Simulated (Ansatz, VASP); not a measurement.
## Li2B in VASP and in Ansatz

Contents of INCAR:

```
SYSTEM = Li2B
PREC = Accurate ; ENCUT = 600
EDIFF = 1E-7 ; ISMEAR = 0
SIGMA = 0.1 ; LREAL = .FALSE.
LASPH = .TRUE. ; NELM = 100
ALGO = Normal ; ISIF = 3
LWAVE = .FALSE. ; LCHARG = .FALSE.
GGA = PE ; IBRION = 2
NSW = 90 ; EDIFFG = -0.04
```

KPOINTS

```
Automatic mesh
0
G
  6 6 6
  0 0 0
```

The input POSCAR:

```
Li2B
1.0
    3.0928645900      0.0000000000      0.0000000000
   -1.5464323000      2.6784993100      0.0000000000
    0.0000000000      0.0000000000      3.3478615100
Li B
2 1
Direct
    0.3333333300      0.6666666700      0.5000000000
    0.6666666700      0.3333333300      0.5000000000
    0.0000000000      0.0000000000      0.0000000000
```

Input for Ansatz:

```yaml
crystal:
  lattice:
    - [3.09286459, 0.0, 0.0]
    - [-1.5464323, 2.67849931, 0.0]
    - [0.0, 0.0, 3.34786151]
  atoms:
    - { symbol: Li, position: [0.33333333, 0.66666667, 0.5] }
    - { symbol: Li, position: [0.66666667, 0.33333333, 0.5] }
    - { symbol: B, position: [0.0, 0.0, 0.0] }
basis:
  ecutwfc: 420
kpoints:
  mp_grid: { grid: [6, 6, 6] }
hamiltonian:
  xc: pbe
scf:
  occupations: { method: gaussian, width: 0.1 }
  lower_state_search: "off"
output:
  forces: true
  stress: true
  eigenvalues: true
relax:
  adjacent_minimum: "off"
  f_tol: 0.04
  max_steps: 70
  cell: { stress_tol: 0.4 }
```

Change from the starting cell: species swapped into the TmSi2 type (P6/mmm, No. 191).

Alike in both runs: task relaxation of cell and atoms; functional PBE; k mesh 6 × 6 × 6; occupations gaussian, width 0.1 eV; no spin polarisation.

|  | VASP | Ansatz |
| --- | --- | --- |
| version | VASP 6.6.1 | Ansatz 0.2.0 |
| potentials or method | VASP PAW PBE potentials, release 64 (Li_sv, B) | scalar-relativistic, plane waves, PAW |
| plane-wave cutoff (eV) | 600 | 420 |
| valence electrons in the cell | 9 | 9 |

|  | VASP | Ansatz | Ansatz less VASP |
| --- | --- | --- | --- |
| gap on the k mesh at the Fermi level, each at its own relaxed structure (eV) | none | none | - |
| relaxed volume (Å³/atom) | 8.76 | 9.05 | +0.290 |
| relaxed cell length with the largest relative difference (Å) | 3.826 | 3.887 | +0.0613 |
| energy change over the relaxation (meV/atom) | -799 | -821 | -21.9 |

A gap of «none» marks a metal or a gap that the smearing closes.

Caveats: the k mesh is coarse (spacing up to 0.39 Å⁻¹), so the values aren't converged; the cutoff is under 1.25 times the usual one of these potentials, so pressure, stress and relaxed cells hold a basis-set (Pulay) error (VASP).
